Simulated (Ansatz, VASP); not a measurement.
# H16C6Br2N2O (H16C6Br2N2O (Pca2_1)): VASP beside Ansatz, part 2 of 2

Wanted: the spread between two codes on one cell, functional and k mesh. Of the first pair: The structure shown is the start of the Ansatz relaxation below; VASP solves that cell, so the two are compared at the walk's first step.

VASP 6.6.1 and Ansatz 0.2.0.

So far. Step 3 (VASP: single point, PBE with D4, start cell, pair 1): The run ends at a pressure of 2.18 GPa, with forces up to 5.1 eV/Å.

## (4) Differences

Known differences besides the potentials themselves: the cutoff is 420 eV in Ansatz and 520 eV in VASP (PREC = Accurate, projectors in real space). Total energies have different zeros and are not compared.

Forces on 8 of the 108 atoms, those with the largest forces and the largest differences (eV/Å; atoms numbered as in POSCAR):

```
atom         Ansatz x, y, z           VASP x, y, z
 H24   1.057, -3.639, 0.008   1.050, -3.628, 0.010
 C66   -2.165, 0.495, 3.043   -2.176, 0.627, 2.972
 C67   0.901, 2.041, -1.540   0.935, 2.178, -1.597
 C80  2.102, -1.810, -2.115  2.112, -1.818, -2.119
 C81  0.412, -1.214, -2.535  0.430, -1.212, -2.530
 C85    2.584, 0.228, 0.530    2.653, 0.330, 0.618
 C86  -0.270, 2.809, -0.113  -0.294, 2.716, -0.071
N100   -3.083, 4.057, 0.042   -3.063, 4.025, 0.003
```

The forces differ by 26 meV/Å r.m.s., which is 2.9 % of the r.m.s. force of 0.920 eV/Å (both taken over all components).

## (5) Ansatz: relaxation, PBE with D4

This run makes the geometry at which the two programs are then compared. The cell compared in this pair holds 1025.66 Å³, against 1017.76 Å³ for the pair before.

The structure compared here is the end of the Ansatz relaxation.

Input file input.yaml:

```yaml
crystal:
  lattice:
    - [12.3828, 0.0, 0.0]
    - [0.0, 8.3185, 0.0]
    - [0.0, 0.0, 9.8806]
  atoms:
    - { symbol: H, position: [0.21976, 0.73924, 0.1898] }
    - { symbol: H, position: [0.78221, 0.26279, 0.68835] }
    - { symbol: H, position: [0.72125, 0.26899, 0.19088] }
    - { symbol: H, position: [0.27919, 0.7382, 0.69172] }
    - { symbol: H, position: [0.09527, 0.68278, 0.11521] }
    - { symbol: H, position: [0.90292, 0.31178, 0.61405] }
    - { symbol: H, position: [0.59669, 0.32494, 0.11473] }
    - { symbol: H, position: [0.40024, 0.67931, 0.61499] }
    - { symbol: H, position: [0.13987, 0.4768, 0.26912] }
    - { symbol: H, position: [0.85954, 0.52291, 0.77266] }
    - { symbol: H, position: [0.64085, 0.52466, 0.27173] }
    - { symbol: H, position: [0.35804, 0.47751, 0.77619] }
    - { symbol: H, position: [0.17086, 0.61769, 0.39971] }
    - { symbol: H, position: [0.83291, 0.38259, 0.8997] }
    - { symbol: H, position: [0.67002, 0.38829, 0.40291] }
    - { symbol: H, position: [0.32759, 0.61378, 0.90276] }
    - { symbol: H, position: [0.95476, 0.63507, 0.28805] }
    - { symbol: H, position: [0.04029, 0.36278, 0.78837] }
    - { symbol: H, position: [0.45645, 0.36218, 0.28825] }
    - { symbol: H, position: [0.54417, 0.63738, 0.78786] }
    - { symbol: H, position: [0.97816, 0.47028, 0.36662] }
    - { symbol: H, position: [0.02092, 0.53548, 0.8663] }
    - { symbol: H, position: [0.48062, 0.53333, 0.36678] }
    - { symbol: H, position: [0.51845, 0.46923, 0.86607] }
    - { symbol: H, position: [0.03659, 0.6418, 0.56512] }
    - { symbol: H, position: [0.96123, 0.36278, 0.06417] }
    - { symbol: H, position: [0.54058, 0.3583, 0.56732] }
    - { symbol: H, position: [0.46093, 0.64155, 0.06361] }
    - { symbol: H, position: [0.90493, 0.60383, 0.53274] }
    - { symbol: H, position: [0.09922, 0.39635, 0.03207] }
    - { symbol: H, position: [0.39935, 0.39588, 0.53408] }
    - { symbol: H, position: [0.59959, 0.5995, 0.03334] }
    - { symbol: H, position: [0.93409, 0.87187, 0.3843] }
    - { symbol: H, position: [0.06839, 0.1249, 0.88437] }
    - { symbol: H, position: [0.43351, 0.1267, 0.3841] }
    - { symbol: H, position: [0.56771, 0.87235, 0.88151] }
    - { symbol: H, position: [0.87885, 0.86821, 0.544] }
    - { symbol: H, position: [0.12098, 0.12895, 0.0435] }
    - { symbol: H, position: [0.37936, 0.13375, 0.54536] }
    - { symbol: H, position: [0.62325, 0.86699, 0.04305] }
    - { symbol: H, position: [0.01926, 0.06706, 0.52191] }
    - { symbol: H, position: [0.98218, 0.9352, 0.02155] }
    - { symbol: H, position: [0.52017, 0.92996, 0.51897] }
    - { symbol: H, position: [0.483, 0.06472, 0.02078] }
    - { symbol: H, position: [0.04588, 0.93352, 0.63611] }
    - { symbol: H, position: [0.95025, 0.06391, 0.13931] }
    - { symbol: H, position: [0.54549, 0.06761, 0.64] }
    - { symbol: H, position: [0.45251, 0.94243, 0.13789] }
    - { symbol: H, position: [0.17643, 0.80501, 0.49303] }
    - { symbol: H, position: [0.82235, 0.19937, 0.99049] }
    - { symbol: H, position: [0.67728, 0.19855, 0.48895] }
    - { symbol: H, position: [0.32087, 0.80293, 0.99014] }
    - { symbol: H, position: [0.20523, 0.00489, 0.53253] }
    - { symbol: H, position: [0.79231, 0.99695, 0.03638] }
    - { symbol: H, position: [0.70796, 0.9907, 0.53453] }
    - { symbol: H, position: [0.29327, 0.00775, 0.03734] }
    - { symbol: H, position: [0.13845, 0.09623, 0.32036] }
    - { symbol: H, position: [0.86406, 0.9056, 0.81767] }
    - { symbol: H, position: [0.63485, 0.90563, 0.31605] }
    - { symbol: H, position: [0.3627, 0.09838, 0.81941] }
    - { symbol: H, position: [0.24454, 0.96608, 0.29655] }
    - { symbol: H, position: [0.75892, 0.0397, 0.7992] }
    - { symbol: H, position: [0.74383, 0.03683, 0.29573] }
    - { symbol: H, position: [0.26052, 0.95442, 0.79628] }
    - { symbol: C, position: [0.13603, 0.72123, 0.20887] }
    - { symbol: C, position: [0.86931, 0.27463, 0.7042] }
    - { symbol: C, position: [0.63363, 0.27546, 0.20988] }
    - { symbol: C, position: [0.36625, 0.71986, 0.70758] }
    - { symbol: C, position: [0.12051, 0.59053, 0.31303] }
    - { symbol: C, position: [0.88455, 0.40671, 0.81518] }
    - { symbol: C, position: [0.61836, 0.40569, 0.31218] }
    - { symbol: C, position: [0.37791, 0.5925, 0.81362] }
    - { symbol: C, position: [0.97249, 0.66248, 0.491] }
    - { symbol: C, position: [0.0275, 0.33599, 0.99272] }
    - { symbol: C, position: [0.47344, 0.33645, 0.49435] }
    - { symbol: C, position: [0.52645, 0.65809, 0.99327] }
    - { symbol: C, position: [0.95095, 0.84519, 0.48571] }
    - { symbol: C, position: [0.04671, 0.15684, 0.98758] }
    - { symbol: C, position: [0.45298, 0.15619, 0.48693] }
    - { symbol: C, position: [0.54584, 0.84447, 0.98938] }
    - { symbol: C, position: [0.1495, 0.92921, 0.48239] }
    - { symbol: C, position: [0.84354, 0.07351, 0.97673] }
    - { symbol: C, position: [0.6507, 0.07044, 0.48109] }
    - { symbol: C, position: [0.34772, 0.92851, 0.97921] }
    - { symbol: C, position: [0.15606, 0.97056, 0.33093] }
    - { symbol: C, position: [0.84096, 0.02435, 0.83078] }
    - { symbol: C, position: [0.65719, 0.03039, 0.32788] }
    - { symbol: C, position: [0.34275, 0.97472, 0.833] }
    - { symbol: Br, position: [0.41896, 0.77499, 0.33661] }
    - { symbol: Br, position: [0.58141, 0.22094, 0.83817] }
    - { symbol: Br, position: [0.91947, 0.2234, 0.3324] }
    - { symbol: Br, position: [0.08256, 0.77993, 0.83426] }
    - { symbol: Br, position: [0.32898, 0.32824, 0.12491] }
    - { symbol: Br, position: [0.6677, 0.678, 0.62078] }
    - { symbol: Br, position: [0.82789, 0.67856, 0.12339] }
    - { symbol: Br, position: [0.1724, 0.32256, 0.61958] }
    - { symbol: "N", position: [0.00314, 0.58572, 0.35827] }
    - { symbol: "N", position: [0.00074, 0.41689, 0.8635] }
    - { symbol: "N", position: [0.50149, 0.41596, 0.36149] }
    - { symbol: "N", position: [0.49992, 0.5814, 0.86215] }
    - { symbol: "N", position: [0.04084, 0.95175, 0.53437] }
    - { symbol: "N", position: [0.95746, 0.05157, 0.03917] }
    - { symbol: "N", position: [0.54099, 0.05418, 0.53654] }
    - { symbol: "N", position: [0.45944, 0.94963, 0.0348] }
    - { symbol: O, position: [0.0922, 0.87867, 0.24672] }
    - { symbol: O, position: [0.90636, 0.12438, 0.74298] }
    - { symbol: O, position: [0.59278, 0.12767, 0.24173] }
    - { symbol: O, position: [0.40755, 0.87366, 0.74311] }
kpoints:
  mp_grid: { grid: [1, 1, 1] }
hamiltonian:
  xc: pbe
  dispersion: d4
scf:
  occupations: { method: fermi_dirac, width: 0.05 }
output:
  forces: true
relax:
  f_tol: 0.05
  max_steps: 150
  cell: {}
```

The run is started by

```bash
$ ansatz run input.yaml --threads 4 --pin off --max-ram 8192MiB --backend cpu --events-out ev --progress --plain --runs-dir out
```

Numbers of over 12 decimals in the logs are rounded to 6 here.

The program printed:

```text
[...]
Crystal: 108 atoms, lattice volume = 1017.764 Å³
Basis set: ecut = 420 eV, 19927 PW (Γ), exchange–correlation on 180×120×144 points (8 copies of the dense FFT grid, shifted against one another)
Bands: 248, of which v1, the nominal top of the filled ones, is band 140 counted from 1 (139 counted from 0)
Symmetry: 1 space group operations
[...]
k-points: 1
[...]
- { symbol: N, position: [7.308605693829594e-5, 0.416863, 0.854876] }
    - { symbol: N, position: [0.499341, 0.416223, 0.354719] }
    - { symbol: N, position: [0.500140, 0.582981, 0.854936] }
    - { symbol: N, position: [0.041770, 0.940322, 0.539192] }
    - { symbol: N, position: [0.957630, 0.061131, 0.039311] }
    - { symbol: N, position: [0.541111, 0.059994, 0.539142] }
    - { symbol: N, position: [0.458694, 0.939525, 0.038465] }
    - { symbol: O, position: [0.095508, 0.877971, 0.244610] }
    - { symbol: O, position: [0.904638, 0.124491, 0.744027] }
    - { symbol: O, position: [0.595097, 0.123014, 0.245022] }
    - { symbol: O, position: [0.404980, 0.876064, 0.744024] }
```

## (6) VASP: single point, PBE with D4, relaxed cell, pair 2

The same cell, functional, mesh and smearing now go to VASP, with its own data sets.

Input file INCAR:

```
SYSTEM = H16C6Br2N2O
PREC = Accurate
ENCUT = 600
EDIFF = 1E-06
NELM = 120
ISMEAR = -1
SIGMA = 0.05
LREAL = Auto
ALGO = Normal
GGA = PE
IVDW = 13
NBANDS = 216
LORBIT = 11
LWAVE = .FALSE.
LCHARG = .FALSE.
ISIF = 2
LASPH = .TRUE.
GGA_COMPAT = .FALSE.
EFERMI = MIDGAP
NCORE = 2
```

Input file POSCAR:

```
H16C6Br2N2O
1.0
   12.4305190000      0.0021890000     -0.0048980000
    0.0014700000      8.2938470000      0.0022730000
   -0.0039080000      0.0027000000      9.9485190000
H C Br N O
64 24 8 8 4
Direct
    0.2254200000      0.7285900000      0.1943200000
    0.7746900000      0.2744400000      0.6944000000
    0.7244900000      0.2731500000      0.1942700000
    0.2752900000      0.7262800000      0.6935900000
    0.0991800000      0.6932300000      0.1136700000
    0.9007900000      0.3098800000      0.6136500000
    0.5979300000      0.3078100000      0.1140800000
    0.4017600000      0.6909000000      0.6135200000
    0.1353900000      0.4738700000      0.2646000000
    0.8654100000      0.5286600000      0.7651300000
    0.6341100000      0.5273200000      0.2649300000
    0.3655600000      0.4719000000      0.7645600000
    0.1659000000      0.5963900000      0.4020000000
    0.8346800000      0.4056500000      0.9021800000
    0.6647400000      0.4046900000      0.4023200000
    0.3345900000      0.5946400000      0.9016200000
    0.9488800000      0.6308400000      0.2778700000
    0.0515000000      0.3704500000      0.7783300000
    0.4477900000      0.3700300000      0.2780300000
    0.5517600000      0.6293300000      0.7784900000
    0.9783600000      0.4616700000      0.3594100000
    0.0224900000      0.5396100000      0.8598400000
    0.4771500000      0.5390800000      0.3596100000
    0.5223600000      0.4601500000      0.8600600000
    0.0311300000      0.6194700000      0.5611000000
    0.9692300000      0.3817700000      0.0613100000
    0.5300600000      0.3808100000      0.5613600000
    0.4688900000      0.6185400000      0.0612400000
    0.8938000000      0.6015200000      0.5148900000
    0.1067000000      0.3988700000      0.0155400000
[... 72 atom lines left out ...]
    0.5411100000      0.0599900000      0.5391400000
    0.4586900000      0.9395300000      0.0384600000
    0.0955100000      0.8779700000      0.2446100000
    0.9046400000      0.1244900000      0.7440300000
    0.5951000000      0.1230100000      0.2450200000
    0.4049800000      0.8760600000      0.7440200000
```

Input file KPOINTS:

```
Automatic mesh
0
Gamma
1 1 1
0 0 0
```

The projector-augmented-wave data sets are H, C, Br, N and O (PBE family, release 64).

The run is started by

```bash
$ mpirun -np 8 vasp_gam
```

The program printed:

```text
[... set-up lines as in an earlier step ...]
 entering main loop
       N       E                     dE             d eps       ncg     rms          rms(c)
DAV:   1     0.223354009214E+04    0.22335E+04   -0.15546E+05   432   0.135E+03
DAV:   2    -0.330824300457E+03   -0.25644E+04   -0.24351E+04   552   0.294E+02
DAV:   3    -0.594401571600E+03   -0.26358E+03   -0.26107E+03   536   0.967E+01
DAV:   4    -0.601097849742E+03   -0.66963E+01   -0.66533E+01   560   0.168E+01
[...]
DAV:  14    -0.567326090783E+03   -0.55062E-04   -0.12487E-04   544   0.250E-02    0.151E-02
DAV:  15    -0.567326105188E+03   -0.14405E-04   -0.23444E-05   504   0.143E-02    0.494E-03
DAV:  16    -0.567326106120E+03   -0.93227E-06   -0.42309E-06   552   0.444E-03
   1 F= -.57421856E+03 E0= -.57421856E+03  d E =-.371809E-20
```

Parts of OUTCAR (step 6):

```text
  FREE ENERGIE OF THE ION-ELECTRON SYSTEM (eV)
  ---------------------------------------------------
  free  energy   TOTEN  =      -574.2185553067 eV

  energy  without entropy=     -574.2185553067  energy(sigma->0) =     -574.21855531
```

The run ends at a pressure of -0.01 GPa, with forces up to 0.13 eV/Å.

## (7) Differences

What differs besides the data sets and the points named for the pairs above, as far as they apply: the cutoff is 420 eV in Ansatz and 600 eV in VASP (PREC = Accurate, projectors in real space). Total energies have different zeros and are not compared.

The two programs side by side:

```
              quantity  Ansatz   VASP  difference
        pressure (GPa)    0.02  -0.01       +0.03
gap on the k mesh (eV)   4.861  4.862      -0.001
```

Forces on 7 of the 108 atoms, those with the largest forces and the largest differences (eV/Å; atoms numbered as in POSCAR):

```
atom          Ansatz x, y, z            VASP x, y, z
 C66  -0.002, -0.004, -0.007   -0.023, 0.099, -0.055
 C67     0.006, 0.002, 0.001    0.027, 0.106, -0.047
 C68    0.000, 0.002, -0.007  -0.025, -0.101, -0.054
 C85     0.011, 0.002, 0.000     0.059, 0.087, 0.065
 C86   -0.008, -0.001, 0.004   -0.057, -0.088, 0.064
 C87    0.013, -0.002, 0.002    0.061, -0.089, 0.067
 C88   -0.007, 0.003, -0.006    -0.059, 0.089, 0.057
```

The forces differ by 23 meV/Å r.m.s., where the r.m.s. force is 0.004 eV/Å in Ansatz and 0.024 eV/Å in VASP: the atoms lie near their places of rest in Ansatz, so a percentage would say little (all taken over all components). A gap on the mesh is an upper bound, since the band edges may lie between its points.

## (8) Summary of results

| Property | Result |
| --- | --- |
| r.m.s. force difference (single point, PBE with D4, start cell, pair 1) | 2.9 % of the r.m.s. force |
| r.m.s. force difference (single point, PBE with D4, relaxed cell, pair 2) | 23 meV/Å |

In words: The r.m.s. force difference is 23 meV/Å (single point, PBE with D4, relaxed cell, pair 2), beyond the 12 meV/Å picked in this series as the mark of a large difference. What causes the difference of the single point, PBE with D4, relaxed cell, pair 2 pair stays open here. Such differences can come from data sets, numerical settings and the points named under the comparisons, not from the functional's error against experiment.

[Lines on the potential files, build, host, timing and source positions are cut from VASP's logs without a mark.]

[Logs are printed without paths, hosts, clocks, repeated set-up lines and the standing remarks that a program may print on its own settings, such as how far it seeks lower states.]

[Hosts, paths, dates, database ids (printed as entryN), source tags and the programs' standing remarks are cut or masked in the printed files.]
